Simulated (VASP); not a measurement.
Consider the following.

```
TiZr3C4
1.0
    0.00000     2.29582     2.29582
    2.29582     0.00000     2.29582
    9.15810     9.15810     0.02518
Zr C Ti
3 4 1
Direct
  0.01050   0.01050   0.99212
  0.00000   0.00000   0.25000
  0.98950   0.98950   0.50788
  0.50511   0.50511   0.12117
  0.49489   0.49489   0.37883
  0.48467   0.48467   0.63650
  0.51533   0.51533   0.86350
  0.00000   0.00000   0.75000
```

All values below come from PBEsol GGA, VASP's PBE PAW potentials (set 64) (plane waves; VASP). Run with 520 eV cut-off, 13×13×4 Γ-centred mesh, tetrahedra with Blöchl corrections, potentials Zr_sv C Ti_sv.

The cores are frozen, which limits the accuracy of field gradients.

Task: Give the principal components of the electric field gradient (V/Å²) and the asymmetry η at each nucleus.

Result: 
```tsv
atom	Vxx	Vyy	Vzz	η
Zr1	-3.7	-3.7	7.5	0.00
Zr2	-1.4	-1.4	2.8	0.00
Zr3	-3.7	-3.7	7.5	0.00
C4	-0.4	-0.4	0.7	0.00
C5	-0.4	-0.4	0.7	0.00
C6	-0.8	-0.8	1.5	0.00
C7	-0.8	-0.8	1.5	0.00
Ti8	2.8	2.8	-5.6	0.00
```

The structure was generated: TiZr3C4 was put into an ordered model structure (R-3m), which need not be its known phase. It was relaxed first.
